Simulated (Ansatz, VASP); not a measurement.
# W: VASP beside Ansatz

One calculation is typed for both programs; each brings its own data sets. How far apart do they land? The structure shown is the end of the Ansatz relaxation below.

Calculated with Ansatz 0.2.0; plane waves, with VASP 6.6.1 beside it; single point at PBEsol.

### Step 1. Starting point

Symmetry: Fm-3m, No. 225, cubic system. Conventional cell: a = 3.997 Å, b = 3.997 Å, c = 3.997 Å, α = 90.00°, β = 90.00°, γ = 90.00°. Nearest to W lie 12 W at 2.83 Å.

### Step 2. Ansatz: relaxation, PBEsol

Ansatz runs on its PAW soft_1 files.

This run makes the geometry at which the two programs are then compared.

Contents of input.yaml:

```yaml
crystal:
  lattice:
    - [2.826508, 0.0, 0.0]
    - [0.0, 2.826508, 0.0]
    - [0.0, 0.0, 3.997285]
  atoms:
    - { symbol: W, position: [0.0, 0.0, 0.0] }
    - { symbol: W, position: [0.5, 0.5, 0.5] }
kpoints:
  mp_grid: { grid: [15, 15, 11] }
scf:
  occupations: { method: fermi_dirac, width: 0.05 }
hamiltonian:
  xc: pbesol
  pseudopotentials: { kind: paw, azcp: { folder: soft_1 }, xc_functional: pbe }
basis:
  ecutwfc: 600
output:
  forces: true
  stress: true
relax:
  f_tol: 0.005
  max_steps: 70
  cell: { stress_tol: 0.02, p_target: 0, fix: [c, alpha, beta, gamma] }
```

On the command line:

```bash
$ ansatz run input.yaml --threads 4 --pin off --max-ram 10240MiB --backend cpu --events-out ev --progress --plain --runs-dir out
```

Numbers of over 12 decimals in the logs are rounded to 6 here.

The log of the run:

```text
Engine: ansatz 0.2.0, aarch64-unknown-linux-gnu
Pseudopotentials: kind: paw
Pseudopotential: W, paw, valence charge 14, recommended cutoff 420 eV (normal), soft_1/W.paw.azcp
Functional definition: PBEsol
  exchange = pbesol_x
  correlation = pbesol_c
Crystal: 2 atoms, lattice volume = 31.935 Å³
Basis set: ecut = 600 eV, 1055 PW (Γ), exchange–correlation on 48×48×64 points (8 copies of the dense FFT grid, shifted against one another)
Bands: 18, of which v1, the nominal top of the filled ones, is band 14 counted from 1 (13 counted from 0)
Symmetry: 32 space group operations
Space group: Fm-3m (ITA 225), of the structure as read, at distance tolerance 3.2e-5 Å
k-points: 216 of 2475
Non-local potential: W, projectors of the file, l = 0: 3, l = 1: 2, l = 2: 2, l = 3: 1
PAW form: soft (Blöchl's): semilocal exchange-correlation on the pseudo side does not see the compensation charge
PAW frozen core: W, regenerated for the run's functional, and the local potential with it (the file was generated under x = pbe(κ = 0.804, μ = 0.219515), c = pbe(β = 0.066725))
PAW one-centre angular grid: W, 590 points (default); XC on 64 Gauss nodes
Initial density: superposition of atomic densities (chi_scale 0.1, normalization cell)
Initial wavefunctions: pseudopotential atomic-orbital guess
Functional: x = pbesol(κ = 0.804, μ = 0.123457), c = pbesol(β = 0.046)
SCF iter   1: F=—  HF=-20514.598642 eV  |F-HF|=—  |Δ(HF+E_count)|=         —  Δρ=5.82e-2  dr2=1.02e0  ethr=3.10e-3  ⟨swp⟩=5.1  Hψ=15838  notcnv=0
preconditioner: auto → none  [metal: Δε(μ)=0.007 eV  Ē_g=5.620 eV  σ=0.050 eV  W_gap=0.03  n_scr=6 (ndim 8)  ℏωp=22.8 eV  f_vac=0.000  D(μ)=2.39/eV (n_scr^D=28)  sad-step TF]
SCF iter   2: F=—  HF=-20514.333713 eV  |F-HF|=—  |Δ(HF+E_count)|=   2.65e-1  Δρ=3.54e-2  dr2=3.70e-1  ethr=3.10e-3  ⟨swp⟩=2.0  Hψ=6385  notcnv=0  defer=9
SCF iter   3: F=—  HF=-20514.188636 eV  |F-HF|=—  |Δ(HF+E_count)|=   1.45e-1  Δρ=1.38e-3  dr2=2.01e-4  ethr=1.32e-3  ⟨swp⟩=3.0  Hψ=7354  notcnv=0  defer=9
SCF iter   4: F=—  HF=-20514.188957 eV  |F-HF|=—  |Δ(HF+E_count)|=   3.21e-4  Δρ=1.39e-4  dr2=5.37e-6  ethr=7.19e-7  ⟨swp⟩=2.0  Hψ=6677  notcnv=0  defer=9
SCF iter   5: F=—  HF=-20514.188948 eV  |F-HF|=—  |Δ(HF+E_count)|=   9.10e-6  Δρ=1.77e-5  dr2=6.38e-8  ethr=1.92e-8  ⟨swp⟩=2.0  Hψ=6371  notcnv=0  defer=9
SCF iter   6: F=-20514.188948 eV  HF=-20514.188948 eV  |F-HF|=9.42e-10  |Δ(HF+E_count)|=   1.40e-8  Δρ=3.12e-6  dr2=1.74e-9  ethr=2.28e-10  ⟨swp⟩=1.9  Hψ=13102  notcnv=0
SCF 1 converged in 6 iterations: F = -20514.188948 eV  dr2 = 1.74e-9
  greatest PAW one-centre occupation: 0.999 electrons in one spin orbital (limit 2), on the W atom at site 1 (counted from 0), in its partial waves of l = 0
relax step   1: F+E_penalty+E_count = -20514.18894790 eV  Δ(F+E_penalty+E_count) = +0.000e0 eV  max|allowed force component| = 3.944e-31 eV/Å  Δτ_max = 0.0000 Å  P = -0.029 GPa  Ω = 31.935 Å³  fix = [c, alpha, beta, gamma]  reactions: c +0.181 GPa  (6 SCF iters, dr2 threshold 1.00e-7 eV, accepted)
[...]
relax step   2: F+E_penalty+E_count = -20514.18893650 eV  Δ(F+E_penalty+E_count) = +1.140e-5 eV  max|allowed force component| = 7.765e-30 eV/Å  Δτ_max = 0.0000 Å  P = +0.402 GPa  Ω = 31.889 Å³  energy of the carried Pulay correction = +1.996e-6 eV  fix = [c, alpha, beta, gamma]  (6 SCF iters, dr2 threshold 4.46e-8 eV, rejected (line search))
[...]
relax step   3: F+E_penalty+E_count = -20514.18895571 eV  Δ(F+E_penalty+E_count) = -7.815e-6 eV  max|allowed force component| = 8.505e-30 eV/Å  Δτ_max = 0.0000 Å  P = +0.130 GPa  Ω = 31.918 Å³  energy of the carried Pulay correction = +7.380e-7 eV  fix = [c, alpha, beta, gamma]  reactions: c +0.392 GPa  (9 SCF iters, accepted)
[...]
relax step   4: F+E_penalty+E_count = -20514.18895497 eV  Δ(F+E_penalty+E_count) = +7.440e-7 eV  max|allowed force component| = 5.423e-30 eV/Å  Δτ_max = 0.0000 Å  P = +0.130 GPa  Ω = 31.918 Å³  fix = [c, alpha, beta, gamma]  reactions: c +0.392 GPa  stress off target by 3.39e-4 GPa on what of the cell is left free  SCF on the basis re-selected at this cell (its energy is not comparable with the rows above)  (6 SCF iters)
basis re-selected at this cell: Δ(F+E_penalty+E_count) = +7.440e-7 eV, ΔP = -0.000 GPa vs the last step (what re-selecting the basis moved, of the pressure what is left beyond the Pulay correction that the steps carried, after the strain that the cell walked since its last selection, with what the two solves' SCF thresholds leave and, on support functions, any second-order correction that the steps lacked; it is no m [...]
SCF converged after 6 iterations
Free energy (F): -20514.188955 eV
Harris-Foulkes:  -20514.188955 eV  (|F-HF|=1.09e-11)
Internal energy: -20514.169855 eV  (E = F + TS)
E sigma→0 (E₀):  -20514.179405 eV
Entropy (-TS):   -0.019100 eV (-9.550 meV/atom)
Fermi energy:    21.605232 eV
--- Per-component energies (eV) ---
  E_band       = -174.554968
  E_kinetic    = 844.610189
  E_local      = -1101.131565  (includes V_loc(G=0)·N_el)
  E_nonlocal   = -45.187393
  E_hartree    = 459.390460
  E_xc         = -531.825540
  E_vxc        = -462.230339  (∫ρ·V_xc dr)
  E_paw        = -16902.701216  (= ΣΔE_a)
  E_vpaw       = -329.396843  (= ΣTr[D̂ρ^β])
  E_aug_tail   = 0.000064  (compensation charges beyond the density's cutoff)
  E_ewald      = -3237.768569
  E_core_change = 0.443715  (= ΣΔE_core)
  E_smearing   = -0.019100  (= −TS)
  E_closure    = 0.000000  (closes the sum)
  Σ components = -20514.188955   (vs F -20514.188955, Δ=0.00e0)
--- Forces (eV/Å), atoms counted from 1 ---
  atom   1  W      0.00000000     0.00000000     0.00000000
  atom   2  W     -0.00000000     0.00000000    -0.00000000
  max |Σ_I F_I| component: 4.93e-30 eV/Å
--- Stress (GPa, compression-positive) ---
       -0.000339       0.000000       0.000000
       -0.000000      -0.000339       0.000000
        0.000000       0.000000       0.391736
  P = ⅓ Tr σ = 0.1304 GPa (1.304 kbar)
--- Relaxed structure (3 steps of the walk, 2 accepted, 1 SCFs on fresh bases) ---
  F+E_penalty+E_count = -20514.18895497 eV   max|allowed force component| = 5.423e-30 eV/Å   (the final SCF, on the basis selected at the relaxed cell)
  cell:  # Å, volume = 31.9180 Å³
    - [2.825758, 0, 0.0]
    - [0, 2.825758, 0.0]
    - [0.0, 0.0, 3.997285]
  atoms:
    - { symbol: W, position: [0.0, 0.0, 0.0] }
    - { symbol: W, position: [0.5, 0.5, 0.5] }
```

### Step 3. VASP: single point, PBEsol, pair 1

The same cell, functional, mesh and smearing now go to VASP, with its own data sets.

Lines of VASP's logs that name or quote its potential files are left out, and so is its time.

Contents of INCAR:

```
SYSTEM = W
PREC = Accurate
ENCUT = 600
EDIFF = 1E-06
NELM = 120
ISMEAR = -1
SIGMA = 0.05
LREAL = .FALSE.
ALGO = Normal
GGA = PS
NBANDS = 12
LASPH = .TRUE.
LORBIT = 11
LWAVE = .FALSE.
LCHARG = .FALSE.
ISIF = 2
GGA_COMPAT = .FALSE.
KPAR = 2
```

Contents of POSCAR:

```
W
1.0
    2.8257579638      0.0000000000      0.0000000000
    0.0000000000      2.8257579638      0.0000000000
    0.0000000000      0.0000000000      3.9972850000
W
2
Direct
    0.0000000000      0.0000000000      0.0000000000
    0.5000000000      0.5000000000      0.5000000000
```

Contents of KPOINTS:

```
Automatic mesh
0
Gamma
15 15 11
0 0 0
```

Potentials, in the order of the species: W (PBE family, release 64).

On the command line:

```bash
$ mpirun -np 2 vasp_std
```

The log of the run:

```text
[banner, memory and clock lines left out]
running    2 mpi-ranks, on    1 nodes
 distrk:  each k-point on    1 cores,    2 groups
 distr:  one band on    1 cores,    1 groups

 POSCAR found type information on POSCAR W
 POSCAR found :  1 types and       2 ions
|                                                                             |
|               ----> ADVICE to this user running VASP <----                  |
|                                                                             |
|     You enforced a specific xc type in the INCAR file but a different       |
|     [... a line on the potential file left out ...]
|     I HOPE YOU KNOW WHAT YOU ARE DOING!                                     |
|                                                                             |

 LDA part: xc-table for (Slater+PW92), standard interpolation
 POSCAR, INCAR and KPOINTS ok, starting setup
 FFT: planning ... GRIDC
 FFT: planning ... GRID_SOFT
 FFT: planning ... GRID
 WAVECAR not read
 entering main loop
       N       E                     dE             d eps       ncg     rms          rms(c)
DAV:   1     0.369084804617E+02    0.36908E+02   -0.59323E+03  5184   0.993E+02
DAV:   2    -0.250020648547E+02   -0.61911E+02   -0.57872E+02  6136   0.241E+02
DAV:   3    -0.281127324559E+02   -0.31107E+01   -0.29431E+01  6656   0.428E+01
DAV:   4    -0.281635685694E+02   -0.50836E-01   -0.50588E-01  5588   0.554E+00
DAV:   5    -0.281639704543E+02   -0.40188E-03   -0.40183E-03  6196   0.446E-01    0.286E+01
DAV:   6    -0.271504586676E+02    0.10135E+01   -0.77026E-01  5848   0.605E+00    0.142E+01
DAV:   7    -0.267757490217E+02    0.37471E+00   -0.81085E-01  6200   0.622E+00    0.347E-01
DAV:   8    -0.267725942949E+02    0.31547E-02   -0.61008E-03  5468   0.524E-01    0.191E-01
DAV:   9    -0.267723552630E+02    0.23903E-03   -0.25170E-04  6356   0.917E-02    0.260E-02
DAV:  10    -0.267723627848E+02   -0.75218E-05   -0.75617E-06  5812   0.232E-02    0.190E-02
DAV:  11    -0.267723587943E+02    0.39906E-05   -0.28428E-06  5396   0.104E-02    0.143E-03
DAV:  12    -0.267723588717E+02   -0.77470E-07   -0.19292E-08  2744   0.145E-03
   1 F= -.26772359E+02 E0= -.26762731E+02  d E =-.192555E-01
```

OUTCAR, selected parts (step 3):

```text
ion  position               nearest neighbor table
   1  0.000  0.000  0.000-   2 2.83   2 2.83   2 2.83   2 2.83   2 2.83   2 2.83   2 2.83   2 2.83

  LATTYP: Found a simple tetragonal cell.
 ALAT       =     2.8257579638
 C/A-ratio  =     1.4145885993

 Subroutine GETGRP returns: Found 16 space group operations
 (whereof 16 operations were pure point group operations)

The static configuration has the point symmetry D_4h.

 Found    216 irreducible k-points:

   k-points           NKPTS =    216   k-points in BZ     NKDIM =    216   number of bands    NBANDS=     12

   dimension x,y,z NGX =    24 NGY =   24 NGZ =   32
   dimension x,y,z NGXF=    48 NGYF=   48 NGZF=   64

   ENCUT  =  600.0 eV  44.10 Ry    6.64 a.u.   5.64  5.64  7.98*2*pi/ulx,y,z

   NELECT =      12.0000    total number of electrons

 k-points in reciprocal lattice and weights: Automatic mesh
   0.00000000  0.00000000  0.00000000       0.000
   0.06666667  0.00000000  0.00000000       0.002
   0.13333333  0.00000000  0.00000000       0.002
   0.20000000  0.00000000  0.00000000       0.002
   0.26666667  0.00000000  0.00000000       0.002
   0.33333333  0.00000000  0.00000000       0.002
   0.40000000  0.00000000  0.00000000       0.002
   0.46666667  0.00000000  0.00000000       0.002
   0.06666667  0.06666667  0.00000000       0.002
[...]
0.46666667  0.40000000  0.45454545       0.006
   0.46666667  0.46666667  0.45454545       0.003

 average (electrostatic) potential at core
       1 -37.6927       2 -37.6927

 E-fermi :   7.1012

 k-point     1 :       0.0000    0.0000    0.0000
  band No.  band energies     occupation
    ...
      2       1.4239      2.00000
      3       2.4195      2.00000
      4       6.4982      1.99999
      5       6.5010      1.99999
      6       6.5010      1.99999
      7       9.7292      0.00000
      8       9.7346      0.00000
      9      10.3605      0.00000
     10      12.2791      0.00000
     11      13.0928      0.00000
    ...

 k-point     2 :       0.0667    0.0000    0.0000
  band No.  band energies     occupation
    ...
      2       1.5332      2.00000
      3       2.5182      2.00000
      4       6.3889      2.00000
      5       6.5594      1.99996
      6       6.5774      1.99994
      7       9.6210      0.00000
      8       9.7237      0.00000
      9       9.7885      0.00000
     10      11.9814      0.00000
     11      13.0036      0.00000
    ...

 k-point     3 :       0.1333    0.0000    0.0000
  band No.  band energies     occupation
    ...
      2       1.8289      2.00000
      3       2.8185      2.00000
      4       6.0926      2.00000
      5       6.7332      1.99873
      6       6.7772      1.99694
      7       8.7520      0.00000
      8       9.3177      0.00000
      9       9.7418      0.00000
     10      11.2682      0.00000
     11      12.7422      0.00000
    ...

  Total       -0.5009019     -0.5009019     -0.4243793      0.0000000     -0.0000000      0.0000000
  in kB      -25.1436447    -25.1436447    -21.3024572      0.0000000     -0.0000000      0.0000000
  external PRESSURE =     -23.8632488 kB  Pullay stress =       0.0000000 kB

  energy-cutoff  :      600.00
  volume of cell :       31.92
      direct lattice vectors                 reciprocal lattice vectors
     2.825757964  0.000000000  0.000000000     0.353887351  0.000000000  0.000000000
     0.000000000  2.825757964  0.000000000     0.000000000  0.353887351  0.000000000
     0.000000000  0.000000000  3.997285000     0.000000000  0.000000000  0.250169803

 POSITION                                       TOTAL-FORCE (eV/Angst)
 -----------------------------------------------------------------------------------
      0.00000      0.00000      0.00000        -0.000000     -0.000000      0.000000
      1.41288      1.41288      1.99864         0.000000      0.000000      0.000000
 -----------------------------------------------------------------------------------
    total drift:                                0.000000      0.000000     -0.000000

  FREE ENERGIE OF THE ION-ELECTRON SYSTEM (eV)
  ---------------------------------------------------
  free  energy   TOTEN  =       -26.7723588717 eV

  energy  without entropy=      -26.7531033634  energy(sigma->0) =      -26.76273112

 total charge
# of ion       s       p       d       tot
------------------------------------------
    1        0.689   0.684   4.166   5.540
    2        0.689   0.684   4.166   5.540
--------------------------------------------------
tot          1.379   1.368   8.333  11.079

[... 3 further parts left out ...]
```

The PAW data sets were made with PBE, which is usual practice but a small mismatch for other functionals. The data set W keeps the semicore shell frozen, which is cheaper and a little less accurate.

### Step 4. Comparison

Known differences besides the potentials themselves: the data sets hold 28 valence electrons in Ansatz (on its PAW soft_1 files) and 12 in VASP; Ansatz makes its cores anew for this functional, VASP keeps those of its PBE data sets; Ansatz's pressure holds a Pulay correction, VASP's none. Total energies have different zeros and are not compared.

The two programs side by side:

```tsv
quantity	Ansatz	VASP	difference
pressure (GPa)	0.13	-2.39	+2.52
```

### Step 5. Ansatz: relaxation, PBEsol

This run makes the geometry at which the two programs are then compared. The cell compared in this pair holds 32.36 Å³, against 31.92 Å³ for the pair before.

The structure compared here is the end of the Ansatz relaxation.

input.yaml: that of step 2 with these lines changed.

```diff
@@ -2,5 +2,5 @@
   lattice:
-    - [2.826508, 0.0, 0.0]
-    - [0.0, 2.826508, 0.0]
-    - [0.0, 0.0, 3.997285]
+    - [2.84064054, 0.0, 0.0]
+    - [0.0, 2.84064054, 0.0]
+    - [0.0, 0.0, 3.9173393]
   atoms:
```

On the command line:

```bash
$ ansatz run input.yaml --threads 4 --pin off --max-ram 10240MiB --backend cpu --events-out ev --progress --plain --runs-dir out
```

The log of the run:

```text
[...]
Crystal: 2 atoms, lattice volume = 31.610 Å³
Basis set: ecut = 600 eV, 1059 PW (Γ), exchange–correlation on 48×48×64 points (8 copies of the dense FFT grid, shifted against one another)
Bands: 18, of which v1, the nominal top of the filled ones, is band 14 counted from 1 (13 counted from 0)
Symmetry: 32 space group operations
[...]
k-points: 216 of 2475
[...]
-0.006674      -0.000000       0.000000
       -0.000000      -0.006674      -0.000000
        0.000000      -0.000000     -11.395565
  P = ⅓ Tr σ = -3.8030 GPa (-38.030 kbar)
--- Relaxed structure (4 steps of the walk, 3 accepted, 1 SCFs on fresh bases) ---
[...]
cell:  # Å, volume = 32.3648 Å³
    - [2.874358, 0, 0.0]
    - [0, 2.874358, 0.0]
    - [0.0, 0.0, 3.9173393]
  atoms:
    - { symbol: W, position: [0.0, 0.0, 0.0] }
    - { symbol: W, position: [0.500000, 0.500000, 0.5] }
[key lines of the parts left out:]
SCF converged after 7 iterations
Free energy (F): -20514.211051 eV
Fermi energy:    21.303782 eV
```

### Step 6. VASP: single point, PBEsol, pair 2

The same cell, functional, mesh and smearing now go to VASP, with its own data sets.

INCAR is that of step 3.

Contents of POSCAR:

```
W
1.0
    2.8743578471      0.0000000000      0.0000000000
    0.0000000000      2.8743578471      0.0000000000
    0.0000000000      0.0000000000      3.9173393000
W
2
Direct
    0.0000000000      0.0000000000      0.0000000000
    0.5000000000      0.5000000000      0.5000000000
```

KPOINTS is that of step 3.

On the command line:

```bash
$ mpirun -np 2 vasp_std
```

The log of the run:

```text
[banner, memory and clock lines left out]
running    2 mpi-ranks, on    1 nodes
[...]
[... a notice as in an earlier step ...]

 LDA part: xc-table for (Slater+PW92), standard interpolation
 POSCAR, INCAR and KPOINTS ok, starting setup
[...]
entering main loop
       N       E                     dE             d eps       ncg     rms          rms(c)
DAV:   1     0.372914548628E+02    0.37291E+02   -0.59087E+03  5184   0.992E+02
DAV:   2    -0.250063087404E+02   -0.62298E+02   -0.58201E+02  6272   0.241E+02
DAV:   3    -0.281740630255E+02   -0.31678E+01   -0.30071E+01  6564   0.430E+01
DAV:   4    -0.282208875645E+02   -0.46825E-01   -0.46543E-01  5640   0.535E+00
[...]
DAV:  10    -0.267878978687E+02   -0.84711E-05   -0.10199E-05  5696   0.261E-02    0.188E-02
DAV:  11    -0.267878943998E+02    0.34689E-05   -0.40473E-06  5500   0.123E-02    0.187E-03
DAV:  12    -0.267878944299E+02   -0.30096E-07   -0.31543E-08  2756   0.186E-03
   1 F= -.26787894E+02 E0= -.26777653E+02  d E =-.204835E-01
```

(Continued in part 2 of 2.)

[Lines on the potential files, build, host, timing and source positions are cut from VASP's logs without a mark.]

[Logs are printed without paths, hosts, clocks, repeated set-up lines and the standing remarks that a program may print on its own settings, such as how far it seeks lower states.]

[Hosts, paths, dates, database ids (printed as entryN), source tags and the programs' standing remarks are cut or masked in the printed files.]
